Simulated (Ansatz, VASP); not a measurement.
## Cross-check of LiF (Griceite) between VASP and Ansatz

One calculation is typed for both programs; each brings its own data sets. How far apart do they land? The cell is taken from a series of runs on this material, whose earlier steps may have relaxed, scaled, displaced or heated it; both programs get it as it stands.

Main program and level: Ansatz 0.2.0; plane waves, with VASP 6.6.1 beside it; zone-centre phonons at LDA.

## Step 1: Set-up

The structure is cubic, space group Fm-3m (No. 225). Conventional cell: a = 3.928 Å, b = 3.928 Å, c = 3.928 Å, α = 90.00°, β = 90.00°, γ = 90.00°. Nearest to Li lie 6 F at 1.96 Å. Nearest to F lie 6 Li at 1.96 Å. Farther neighbours and most contacts between anions are not listed.

Structure file:

```cif
data_structure
_symmetry_space_group_name_H-M 'P 1'
_symmetry_Int_Tables_number 1
_cell_length_a 2.7778
_cell_length_b 2.7778
_cell_length_c 2.7778
_cell_angle_alpha 60.000
_cell_angle_beta 60.000
_cell_angle_gamma 60.000
_cell_volume 15.16
loop_
_atom_site_label
_atom_site_type_symbol
_atom_site_fract_x
_atom_site_fract_y
_atom_site_fract_z
_atom_site_occupancy
Li1 Li 0.00000 0.00000 0.00000 1
F2 F 0.50000 0.50000 0.50000 1
```

## Step 2: Ansatz: zone-centre phonons, LDA

Ansatz runs on its default PAW (the set named soft_2) files.

Second derivatives magnify differences that forces hide, and they need a tight electronic threshold.

Contents of input.yaml:

```yaml
crystal:
  lattice:
    - [0.0, 1.9641782333, 1.9641782333]
    - [1.9641782333, 0.0, 1.9641782333]
    - [1.9641782333, 1.9641782333, 0.0]
  atoms:
    - { symbol: Li, position: [0.0, 0.0, 0.0] }
    - { symbol: F, position: [0.5, 0.5, 0.5] }
kpoints:
  mp_grid: { grid: [12, 12, 12] }
hamiltonian:
  xc: lda
scf:
  occupations: { method: fixed }
  lower_state_search: "off"
output:
  eigenvalues: true
phonons:
  method: dfpt
  dielectric: true
  rigid_motions: translations
  qmesh: [4, 4, 4]
  temperatures: { t_max: 1000, t_step: 50 }
  qpath:
    path:
      - [[0.0, 0.0, 0.0], [0.5, 0.0, 0.5], [0.625, 0.25, 0.625]]
      - [[0.375, 0.375, 0.75], [0.0, 0.0, 0.0], [0.5, 0.5, 0.5], [0.5, 0.25, 0.75], [0.5, 0.0, 0.5]]
    npoints: 10
```

The run is started by

```console
ansatz run input.yaml --threads 4 --pin off --max-ram 16384MiB --backend cpu --events-out ev --progress --plain --runs-dir out
```

Numbers of over 12 decimals in the logs are rounded to 6 here.

Output:

```text
Engine: ansatz 0.2.0, aarch64-unknown-linux-gnu
Pseudopotentials: kind: paw
Pseudopotential: Li, paw, valence charge 3, recommended cutoff 420 eV (normal), Li.paw.azcp
Pseudopotential: F, paw, valence charge 7, recommended cutoff 420 eV (normal), F.paw.azcp
Functional definition: SPW92
  exchange = slater_x
  correlation = pw_c
Crystal: 2 atoms, lattice volume = 15.156 Å³
Basis set: ecut = 420 eV, 307 PW (Γ), exchange–correlation on 40×40×40 points (8 copies of the dense FFT grid, shifted against one another)
Bands: 9, of which v1, the nominal top of the filled ones, is band 5 counted from 1 (4 counted from 0)
Symmetry: 48 space group operations
k-points: 163 of 1728 (irreducible under 8 space group operations, time reversal used)
Non-local potential: Li, projectors of the file, l = 0: 3, l = 1: 2, l = 2: 1
Non-local potential: F, projectors of the file, l = 0: 2, l = 1: 2, l = 2: 1
PAW form: soft (Blöchl's): semilocal exchange-correlation on the pseudo side does not see the compensation charge
PAW frozen core: F, regenerated for the run's functional, and the local potential with it (the file was generated under x = pbe(κ = 0.804, μ = 0.219515), c = pbe(β = 0.066725))
PAW one-centre angular grid: Li, 110 points (default); XC on 64 Gauss nodes
PAW one-centre angular grid: F, 110 points (default); XC on 64 Gauss nodes
Initial density: superposition of atomic densities (neutral atoms: chi_scale 0, normalization atom), corrected by the library's trained network
Initial wavefunctions: pseudopotential atomic-orbital guess
Functional: x = slater, c = lda
SCF iter   1: F=—  HF=-998.717665 eV  |F-HF|=—  |Δ(HF+E_count)|=         —  Δρ=2.20e-2  dr2=4.90e-2  ethr=1.77e-3  ⟨swp⟩=3.9  Hψ=8008  notcnv=0  defer=292
preconditioner: auto → none  [insulator: Δε(μ)=9.323 eV  Ē_g=22.825 eV  n_scr=0 (ndim 8)  ℏωp=27.0 eV  f_vac=0.000  ε∞_Penn≈2.4]
SCF iter   2: F=—  HF=-998.698912 eV  |F-HF|=—  |Δ(HF+E_count)|=   1.88e-2  Δρ=9.33e-3  dr2=4.91e-3  ethr=4.90e-4  ⟨swp⟩=3.0  Hψ=3751  notcnv=0  defer=318
SCF iter   3: F=—  HF=-998.696529 eV  |F-HF|=—  |Δ(HF+E_count)|=   2.38e-3  Δρ=2.10e-3  dr2=3.56e-4  ethr=4.91e-5  ⟨swp⟩=2.5  Hψ=2380  notcnv=0  defer=320
SCF iter   4: F=—  HF=-998.696183 eV  |F-HF|=—  |Δ(HF+E_count)|=   3.45e-4  Δρ=4.21e-4  dr2=9.29e-6  ethr=3.56e-6  ⟨swp⟩=2.0  Hψ=2449  notcnv=0  defer=291
SCF iter   5: F=—  HF=-998.696174 eV  |F-HF|=—  |Δ(HF+E_count)|=   9.78e-6  Δρ=5.59e-5  dr2=3.58e-7  ethr=9.29e-8  ⟨swp⟩=2.0  Hψ=1630  notcnv=0  defer=14
SCF iter   6: F=—  HF=-998.696172 eV  |F-HF|=—  |Δ(HF+E_count)|=   1.18e-6  Δρ=2.68e-6  dr2=6.97e-10  ethr=3.58e-9  ⟨swp⟩=2.7  Hψ=2193  notcnv=0
SCF iter   7: F=-998.696172 eV  HF=-998.696172 eV  |F-HF|=2.61e-12  |Δ(HF+E_count)|=  3.66e-10  Δρ=2.16e-7  dr2=3.59e-12  ethr=1.00e-12  ⟨swp⟩=5.9  Hψ=7001  notcnv=0
SCF 1 converged in 7 iterations: F = -998.696172 eV  dr2 = 3.59e-12
  greatest PAW one-centre occupation: 1.000 electrons in one spin orbital (limit 2), on the Li atom at site 0 (counted from 0), in its partial waves of l = 0
NSCF: frozen V_eff on 1 k-points
DFPT response loops at Γ: preconditioner auto → none (the input reference at scf.mixing.eps_inf says where Resta's filter doesn't serve); β = 0.50; Broyden in place of MSR1
NSCF: frozen V_eff on 72 k-points
NSCF: frozen V_eff on 1872 k-points
DFPT response loops at q = (0, 0, 0.25) (fractional): mixed as the last ones told, above
NSCF: frozen V_eff on 952 k-points
DFPT response loops at q = (0, 0, -0.5) (fractional): mixed as the last ones told, above
NSCF: frozen V_eff on 1020 k-points
DFPT response loops at q = (0, 0.25, 0.25) (fractional): mixed as the last ones told, above
NSCF: frozen V_eff on 3456 k-points
DFPT response loops at q = (0, 0.25, -0.5) (fractional): mixed as the last ones told, above
NSCF: frozen V_eff on 1872 k-points
DFPT response loops at q = (0, 0.25, -0.25) (fractional): mixed as the last ones told, above
NSCF: frozen V_eff on 560 k-points
DFPT response loops at q = (0, -0.5, -0.5) (fractional): mixed as the last ones told, above
NSCF: frozen V_eff on 1020 k-points
DFPT response loops at q = (0.25, -0.5, -0.25) (fractional): mixed as the last ones told, above
SCF converged after 7 iterations
Free energy (F): -998.696172 eV
Harris-Foulkes:  -998.696172 eV  (|F-HF|=2.61e-12)
Internal energy: -998.696172 eV  (E = F + TS)
E sigma→0 (E₀):  -998.696172 eV
Fermi energy:    1.216895 eV
--- Per-component energies (eV) ---
  E_band       = -113.254327
  E_kinetic    = 229.588569
  E_local      = -617.333156  (includes V_loc(G=0)·N_el)
  E_nonlocal   = 43.038997
  E_hartree    = 213.432487
  E_xc         = -89.899618
  E_vxc        = -116.501996  (∫ρ·V_xc dr)
  E_paw        = -206.377413  (= ΣΔE_a)
  E_vpaw       = -78.913867  (= ΣTr[D̂ρ^β])
  E_aug_tail   = 0.002099  (compensation charges beyond the density's cutoff)
  E_ewald      = -571.261390
  E_core_change = 0.113252  (= ΣΔE_core)
  E_smearing   = -0.000000  (= −TS)
  E_closure    = 0.000000  (closes the sum)
  Σ components = -998.696172   (vs F -998.696172, Δ=0.00e0)
--- Band table (eV; the first three rows and the last of 163) ---
  k-point 0: bands = ["-38.3467", "-18.5775", "1.2162", "1.2162", "1.2162", "10.7662", "25.6435", "25.6435", "25.6435"]
  k-point 1: bands = ["-38.3404", "-18.5471", "0.9916", "1.1980", "1.1980", "10.9662", "23.2748", "24.5484", "24.5484"]
  k-point 2: bands = ["-38.3230", "-18.4619", "0.4165", "1.1485", "1.1485", "11.4379", "20.9886", "23.2180", "23.2180"]
  k-point 162: bands = ["-38.2264", "-17.7717", "-1.1797", "-1.1797", "0.3332", "16.4765", "16.4765", "18.9456", "21.1615"]
--- Phonons (Γ-DFPT): 2 representative perturbations + reference, on 163 of 1728 k-points (Σ response iterations 7) ---
  k mesh reduced under 8 symmetry operations, with k and −k counted as one. Each operation leaves every solved perturbation unchanged. A smaller set is not considered because the run solves the response to a homogeneous field
  ASR residual: 1.022e-4 → 0.000e0 eV/Å²; symmetrization residual: 6.789e-7 eV/Å²
  ASR residual per site (eV/Å²): 2.14e-5 1.02e-4
  Γ frequencies (cm⁻¹): 0.00 0.00 0.00 325.97 325.97 325.97
  ε∞ (high-frequency dielectric tensor):
        2.113766    -0.000000    -0.000000
       -0.000000     2.113766    -0.000000
       -0.000000     0.000000     2.113766
  ε⁰ (static dielectric tensor: ions relaxed, cell fixed):
        8.642953    -0.000000    -0.000000
        0.000000     8.642953    -0.000000
       -0.000000    -0.000000     8.642953
  ε⁰ − ε∞ (ionic part):
        6.529187     0.000000    -0.000000
        0.000000     6.529187    -0.000000
       -0.000000    -0.000000     6.529187
  softest optical mode at Γ: 325.97 cm⁻¹; the repairs (sum rule, projections) moved no ω² at Γ by more than (1.27 cm⁻¹)²
  Born effective charges Z* (e; rows j = field, columns β = displacement):
    site 0:
         1.04218    0.00000    0.00000
        -0.00000    1.04218    0.00000
         0.00000   -0.00000    1.04218
    site 1:
        -1.04218   -0.00000    0.00000
         0.00000   -1.04218   -0.00000
         0.00000    0.00000   -1.04218
  Z* charge neutrality: 5.400e-7 e pre-enforcement
  k-mesh period / interband length: 33.3 Å / 0.79 Å = 42.24 at k = (0.0000, 0.0000, -0.5000), direct gap 11.051 eV — 14 or more, which is no proof of convergence
  optical modes at Γ without the LO–TO term, one row a degenerate level:
      ω (cm⁻¹)  modes    IR ((D/Å)²/amu)
        325.97      3            14.7890
  optical modes at Γ + LO–TO along q̂ = [1.0000, 0.0000, 0.0000]:
      ω (cm⁻¹)  modes    IR ((D/Å)²/amu)
        325.97      2             9.8593
        659.14      1             4.9297
  optical modes at Γ + LO–TO along q̂ = [0.0000, 1.0000, 0.0000]:
      ω (cm⁻¹)  modes    IR ((D/Å)²/amu)
        325.97      2             9.8593
        659.14      1             4.9297
  optical modes at Γ + LO–TO along q̂ = [0.0000, 0.0000, 1.0000]:
      ω (cm⁻¹)  modes    IR ((D/Å)²/amu)
        325.97      2             9.8593
        659.14      1             4.9297
--- Phonons (arbitrary-q DFPT): 8 irreducible q on the 4×4×4 mesh ---
  q = [0.0000, 0.0000, 0.0000] (star 1, of the zone-centre solve; hermiticity 6.84e-7, symmetrization 4.11e-14): -0.00 -0.00 0.00 325.97 325.97 325.97
  q = [0.0000, 0.0000, 0.2500] (star 8, 2 solved perturbations on 936 of 1728 k-point pairs; hermiticity 9.87e-8, symmetrization 1.33e-13): 149.65 149.65 264.30 320.84 320.84 642.65
  q = [0.0000, 0.0000, -0.5000] (star 4, 2 solved perturbations on 476 of 1728 k-point pairs; hermiticity 2.23e-9, symmetrization 1.12e-9): 223.78 223.78 306.28 306.28 390.85 616.62
  q = [0.0000, 0.2500, 0.2500] (star 6, 4 solved perturbations in 1608 linear systems a pass and spin channel, the states on 510 of 1728 k-point pairs; hermiticity 4.25e-8, symmetrization 6.16e-14): 181.82 181.82 269.62 344.45 344.45 570.85
  q = [0.0000, 0.2500, -0.5000] (star 24, 4 solved perturbations in 5328 linear systems a pass and spin channel, the states on 1728 of 1728 k-point pairs; hermiticity 1.22e-7, symmetrization 4.21e-9): 236.82 281.31 336.81 353.97 368.28 520.38
  q = [0.0000, 0.2500, -0.2500] (star 12, 4 solved perturbations in 2892 linear systems a pass and spin channel, the states on 936 of 1728 k-point pairs; hermiticity 1.11e-7, symmetrization 9.87e-14): 218.42 274.44 309.81 330.15 376.44 558.34
  q = [0.0000, -0.5000, -0.5000] (star 3, 4 solved perturbations in 886 linear systems a pass and spin channel, the states on 280 of 1728 k-point pairs; hermiticity 1.38e-7, symmetrization 4.94e-10): 250.63 250.63 363.02 363.02 365.82 474.46
  q = [0.2500, -0.5000, -0.2500] (star 6, 4 solved perturbations in 1544 linear systems a pass and spin channel, the states on 510 of 1728 k-point pairs; hermiticity 1.73e-7, symmetrization 1.43e-9): 282.49 327.01 327.01 387.22 414.89 414.89
  sum rule: each row above includes the acoustic sum rule's correction from the zone centre's row sums; it moved no ω² by more than (1.21 cm⁻¹)²
  mesh force constants: q→R imaginary residual 1.28e-18; ASR residual 1.022e-4 → 0.000e0 eV/Å²; symmetrization residual 3.553e-15 eV/Å²
  interpolated dispersion: 63 rows × 6 modes
  density of states and harmonic sums: on the 28×28×28 q-mesh, interpolated from the force constants of a 4×4×4 supercell (with the dipole–dipole term)
  largest difference from the sums on the solved wave vectors: F 8.31e-3 eV, S 1.24e-5 and C_V 3.96e-6 eV/K
  zero-point energy: 0.126106 eV/cell   skipped modes (ω ≤ 0): 3   left out of the sums: 2.28e-5 of the cell's modes: C_V's classical limit lies that fraction below 3 k_B per atom; for a crystal, a wire or a layer, F and S can be off by more, and a phonons.interpolated_qmesh denser along its periods is the remedy for the sampling
```

Reading the cycles: dr2 is the Hartree energy of the density residual (eV), the measure of convergence; HF is the Harris–Foulkes estimate of the energy, which meets the free energy F at convergence.

(Continued in part 2 of 2.)

[Lines on the potential files, build, host, timing and source positions are cut from VASP's logs without a mark.]

[Logs are printed without paths, hosts, clocks, repeated set-up lines and the standing remarks that a program may print on its own settings, such as how far it seeks lower states.]

[Hosts, paths, dates, database ids (printed as entryN), source tags and the programs' standing remarks are cut or masked in the printed files.]
